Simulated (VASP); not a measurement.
These are PBEsol GGA, VASP's PBE PAW potentials (set 64) (plane waves; VASP) values and carry that method's errors.

Input for VASP

POSCAR:
```
Y(001) slab
1.0
  3.6011485755   0.0000000000   0.0000000000
 -1.8005742877   3.1186864217   0.0000000000
  0.0000000000   0.0000000000  25.6053886686
Y
4
Cart
  1.8005760883   1.0395611010  11.3918319084
 -0.0000018005   2.0791253207   8.6570002386
  1.8005760883   1.0395611010  16.9483884300
 -0.0000018005   2.0791253207  14.2135567602
```

INCAR:
```
SYSTEM=Y(001) slab
PREC=Normal; ENCUT=400; LREAL=.FALSE.
LASPH=.TRUE.
EDIFF=1E-6; NELM=100; NELMIN=4
ALGO=Normal; LMAXMIX=4
ISMEAR=1; SIGMA=0.1
GGA=PS
LWAVE=.FALSE.; LCHARG=.FALSE.; LORBIT=11
LVHAR=.TRUE.
DIPOL=0.5 0.5 0.5
LDIPOL=.TRUE.; IDIPOL=3
```

### KPOINTS
```
Automatic
0
G
  9 9 1
0 0 0
```

POTCAR, in this order: Y_sv (PBE.64 set). Program: vasp_std. Read from the step before: WAVECAR.

Question: Predict the energy per atom (σ→0), band gap (on the k-mesh).

Answer: 
```
Quantity                                                    Result
------------------------  ----------------------------------------
energy per atom (σ→0)                               -6.431 eV/atom
band gap (on the k-mesh)  none (metal, semimetal or under 0.01 eV)
```

### OSZICAR
```
       N       E                     dE             d eps       ncg     rms          rms(c)
DAV:   1    -0.257260759337E+02   -0.25726E+02   -0.35593E-03   856   0.136E-01    0.542E-01
DAV:   2    -0.257324247145E+02   -0.63488E-02   -0.57188E-02   860   0.558E-01    0.194E+00
DAV:   3    -0.257253324283E+02    0.70923E-02   -0.29810E-02   862   0.386E-01    0.125E-01
DAV:   4    -0.257253720594E+02   -0.39631E-04   -0.48256E-04   822   0.654E-02    0.744E-02
DAV:   5    -0.257253719285E+02    0.13085E-06   -0.26712E-05   670   0.118E-02    0.532E-02
DAV:   6    -0.257253729081E+02   -0.97962E-06   -0.15437E-06   608   0.391E-03
   1 F= -.25725373E+02 E0= -.25725261E+02  d E =-.335533E-03
```

The cell is a thin slab with vacuum, built from Y (hcp): (001) face.
